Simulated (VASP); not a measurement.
Data:

```
CELL_PARAMETERS angstrom
     -1.65727     1.65727     1.65727
      1.65727    -1.65727     1.65727
      1.65727     1.65727    -1.65727
ATOMIC_POSITIONS crystal
  Au 0.00000 0.00000 0.00000
```

These are r2SCAN meta-GGA, VASP's PBE PAW potentials (set 64) (plane waves; VASP) values and carry that method's errors. Settings: 400 eV cut-off, 14×14×14 Γ-centred mesh, first-order Methfessel-Paxton smearing of 0.10 eV, potentials Au.

Energy and stress use the plane-wave basis of the starting cell.

The ions, cell shape and volume are relaxed. What does this cell relax into?

```
CELL_PARAMETERS angstrom
     -1.63794     1.63794     1.63794
      1.63794    -1.63794     1.63794
      1.63794     1.63794    -1.63794
ATOMIC_POSITIONS crystal
  Au 0.00000 0.00000 0.00000
```
Space group Im-3m (229), at a tolerance of 0.03 Å.

How do energy and volume change from the first to the last step?

The energy (σ→0) changes by -10.5 meV/atom and the volume by -3.5 %, in 3 ionic steps.

The structure comes from a computed database's Au entry (Im-3m); how it stands against other phases isn't given here. This run relaxes it. Symmetry was kept, so distortions that lower it aren't found.
